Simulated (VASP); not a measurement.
Here is the system:

```
FeNi3
1.0
    3.45528     0.00000     0.00000
    0.00000     3.45528     0.00000
    0.00000     0.00000     3.45528
Fe Ni
1 3
Direct
  0.00000   0.00000   0.00000
  0.00000   0.50000   0.50000
  0.50000   0.00000   0.50000
  0.50000   0.50000   0.00000
```
Starting moments (μB, in the order of the record's atoms Fe Ni Ni Ni): 2.9 0.7 0.7 0.7.

The numbers are results of revTPSS meta-GGA, VASP's PBE PAW potentials (set 64) (plane waves; VASP), not measurements. Settings: 520 eV cut-off, 9×9×9 Γ-centred mesh, first-order Methfessel-Paxton smearing of 0.10 eV, potentials Fe Ni.

Problem. What does the run give for the cell moment, energy per atom (σ→0), pressure, band gap (on the k-mesh) with the smallest direct gap where there is one?

Solution. 
- band gap (on the k-mesh) = none (metal, semimetal or under 0.01 eV)
- cell moment = 4.85 μB
- energy per atom (σ→0) = -2.830 eV/atom
- pressure = 7.20 GPa

Problem. Give the moment on each site (PAW-sphere projection).

Solution. 
```csv
site,moment (μB)
Fe1,2.87
Ni2,0.65
Ni3,0.65
Ni4,0.65
```

Only differences to runs with the same potentials and settings are physical.

The compound is Ni3Fe in the L1_2 structure. This cell is one point of a volume scan, at 0.97 of the reference volume.
